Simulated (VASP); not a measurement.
Calculation: PBE GGA with D3 dispersion (Becke-Johnson damping), VASP's PBE PAW potentials (set 64) (plane waves; VASP).

A VASP calculation is set up with these files.

POSCAR:
```
NaCl
1.0
  0.0000000000   2.8435888745   2.8435888745
  2.8435888745   0.0000000000   2.8435888745
  2.8435888745   2.8435888745   0.0000000000
Na Cl
1 1
direct
  0.0000000000   0.0000000000   0.0000000000
  0.5000000000   0.5000000000   0.5000000000
```

**INCAR**
```
SYSTEM=NaCl
PREC=Accurate; ENCUT=520; LREAL=F
LASPH=T
EDIFF=1E-7; NELM=100; ALGO=Normal
ISMEAR=0; SIGMA=0.05
GGA=PE; IVDW=12
ISIF=2
LWAVE=F; LCHARG=F
```

KPOINTS:
```
Automatic mesh
0
Gamma
8 8 8
0 0 0
```

POTCAR, in this order: Na_pv Cl (PBE.64 set). Program: vasp_std.

**Question.** Predict the energy per atom (σ→0), dispersion energy, pressure, band gap (on the k-mesh).

**Answer.** 
```
Property                           Value
------------------------  --------------
energy per atom (σ→0)     -3.598 eV/atom
dispersion energy              -0.418 eV
band gap (on the k-mesh)         5.01 eV
pressure                       -1.44 GPa
```

### OSZICAR
```
...
DAV:   9    -0.677766074340E+01    0.60121E-04   -0.20261E-04   788   0.139E-01    0.140E-01
DAV:  10    -0.677781462412E+01   -0.15388E-03   -0.35022E-04   668   0.164E-01    0.539E-02
DAV:  11    -0.677780583950E+01    0.87846E-05   -0.20754E-05   749   0.443E-02    0.111E-02
DAV:  12    -0.677780619276E+01   -0.35325E-06   -0.19172E-06   677   0.145E-02    0.154E-03
DAV:  13    -0.677780664837E+01   -0.45561E-06   -0.26744E-07   686   0.399E-03    0.209E-03
DAV:  14    -0.677780649519E+01    0.15318E-06   -0.30056E-08   448   0.110E-03    0.417E-04
DAV:  15    -0.677780649521E+01   -0.21373E-10   -0.16294E-09   358   0.498E-04
   1 F= -.71957369E+01 E0= -.71957369E+01  d E =-.242951E-12
```

The compound is NaCl in the rock salt structure. This cell is one point of a volume scan, at 1.06 of the reference volume.
